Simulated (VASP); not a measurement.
All values below come from PBE GGA with D4 dispersion, VASP's PBE PAW potentials (set 64) (plane waves; VASP).

VASP input:

File KPOINTS:
```
K-points
0
G
10 10 10
0 0 0
```

### POSCAR
```
LiF
1
    0.0000000000     2.0150000000     2.0150000000
    2.0150000000     0.0000000000     2.0150000000
    2.0150000000     2.0150000000     0.0000000000
Li F
1 1
Direct
  0.0000000000   0.0000000000   0.0000000000
  0.5000000000   0.5000000000   0.5000000000
```

**INCAR**
```
! general
SYSTEM = LiF
PREC   = Accurate
ENCUT  = 520   ! plane-wave cut-off (eV)
LREAL  = F   ! projection in real space or not
LASPH  = T

! electronic loop
EDIFF  = 1E-6
NELM   = 100
ALGO   = Normal

! smearing
ISMEAR = 0   ! Gaussian
SIGMA  = 0.05

! functional
GGA    = PE   ! PBE
IVDW   = 13   ! D4

! ions
IBRION = 2
NSW    = 60   ! most ionic steps
ISIF   = 3   ! ions, shape and volume
EDIFFG = -0.01   ! ionic stop

! output
LWAVE  = F
LCHARG = F
```

POTCAR, in this order: Li_sv F (PBE.64 set). Program: vasp_std.

The run wrote:

File OSZICAR:
```
       N       E                     dE             d eps       ncg     rms          rms(c)
DAV:   1     0.312066718359E+02    0.31207E+02   -0.56239E+03   871   0.112E+03
DAV:   2    -0.916111298491E+01   -0.40368E+02   -0.39813E+02   915   0.208E+02
DAV:   3    -0.101364808192E+02   -0.97537E+00   -0.97348E+00  1095   0.308E+01
DAV:   4    -0.101484692683E+02   -0.11988E-01   -0.11984E-01  1079   0.349E+00
DAV:   5    -0.101485539538E+02   -0.84686E-04   -0.84685E-04  1149   0.196E-01    0.454E+00
DAV:   6    -0.962665191703E+01    0.52190E+00   -0.28068E+00   862   0.131E+01    0.140E+00
DAV:   7    -0.963085956793E+01   -0.42077E-02   -0.19264E-02  1155   0.156E+00    0.855E-01
DAV:   8    -0.963770054889E+01   -0.68410E-02   -0.16303E-02  1174   0.167E+00    0.993E-02
DAV:   9    -0.963779123731E+01   -0.90688E-04   -0.80128E-04   927   0.310E-01    0.413E-02
DAV:  10    -0.963785650543E+01   -0.65268E-04   -0.14815E-04   959   0.115E-01    0.566E-03
DAV:  11    -0.963785914622E+01   -0.26408E-05   -0.20196E-06  1186   0.191E-02    0.229E-03
DAV:  12    -0.963785908153E+01    0.64697E-07   -0.48701E-07   880   0.844E-03
   1 F= -.97630939E+01 E0= -.97630939E+01  d E =-.976309E+01
       N       E                     dE             d eps       ncg     rms          rms(c)
DAV:   1    -0.963865066135E+01   -0.79152E-03   -0.90395E-03   847   0.983E-01    0.174E-01
DAV:   2    -0.963821427057E+01    0.43639E-03   -0.24938E-03   869   0.414E-01    0.328E-02
DAV:   3    -0.963820474361E+01    0.95270E-05   -0.13817E-05  1171   0.464E-02    0.186E-02
DAV:   4    -0.963819901663E+01    0.57270E-05   -0.52155E-06  1336   0.229E-02    0.115E-03
DAV:   5    -0.963819877555E+01    0.24108E-06   -0.18176E-07   461   0.481E-03
   2 F= -.97631496E+01 E0= -.97631496E+01  d E =-.556907E-04
```

File OUTCAR:
```
------------------------ aborting loop because EDIFF is reached ----------------------------------------
  Edisp (eV):   -0.12495
  FORCE on cell =-STRESS in cart. coord.  units (eV):
  Direction    XX          YY          ZZ          XY          YZ          ZX
  --------------------------------------------------------------------------------------
  Total       0.01674     0.01674     0.01674     0.00000    -0.00000     0.00000
  in kB       1.63547     1.63547     1.63547     0.00000    -0.00000     0.00000
  external pressure =        1.64 kB  Pullay stress =        0.00 kB
  volume of cell :       16.40
      direct lattice vectors                 reciprocal lattice vectors
     0.000000000  2.016509365  2.016509365    -0.247953225  0.247953225  0.247953225
     2.016509365  0.000000000  2.016509365     0.247953225 -0.247953225  0.247953225
     2.016509365  2.016509365  0.000000000     0.247953225  0.247953225 -0.247953225
  FREE ENERGIE OF THE ION-ELECTRON SYSTEM (eV)
  ---------------------------------------------------
  free  energy   TOTEN  =        -9.7631496168 eV

  energy  without entropy=       -9.7631496168  energy(sigma->0) =       -9.76314962

 reached required accuracy - stopping structural energy minimisation
```
(Selected blocks of OUTCAR.)

File CONTCAR:
```
LiF
   1.00000000000000
     0.0000000000000000    2.0165093652904935    2.0165093652904935
     2.0165093652904935    0.0000000000000000    2.0165093652904935
     2.0165093652904935    2.0165093652904935    0.0000000000000000
  Li              F
     1     1
Direct
     1.0000000000000000    0.0000000000000000    0.0000000000000000
     0.5000000000000000    0.5000000000000000    0.5000000000000000
```

The compound is LiF in the rock salt structure. This run relaxes it. Symmetry was kept, so distortions that lower it aren't found.
